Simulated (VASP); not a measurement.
Given:

```yaml
crystal:
  lattice:
    - [0.00000, 3.18888, 3.26420]
    - [3.16833, 0.00000, 3.26420]
    - [3.16833, 3.18888, 0.00000]
  atoms:
    - { symbol: Hg, position: [0.00000, 0.00000, 0.00000] }
    - { symbol: Te, position: [0.24161, 0.25839, 0.25839] }
```

These are PBE GGA, VASP's PBE PAW potentials (set 64) (plane waves; VASP) values and carry that method's errors. Numerical set-up: 800 eV cut-off, 7×7×7 Γ-centred mesh, Gaussian smearing of 0.050 eV, potentials Hg Te.

Unless said otherwise, spin-orbit coupling is left out, though it shifts the bands of the heavy elements here.

Q: Predict the energy per atom (σ→0), pressure, largest force, band gap (on the k-mesh) with the smallest direct gap where there is one.

A: 
```json
{
 "band gap (on the k-mesh)": "0.03 eV",
 "smallest direct gap (on the k-mesh)": "0.03 eV",
 "energy per atom (σ→0)": "-1.765 eV/atom",
 "pressure": "51.1 kbar",
 "largest_force": "0.231 eV/Å"
}
```

Only differences to runs with the same potentials and settings are physical.

The compound is HgTe in the zinc blende structure. The cell was not relaxed at this level, atoms are displaced from their ideal sites. The run is one of a series of settings (ENCUT = 800 against the base run), some of them coarse on purpose.
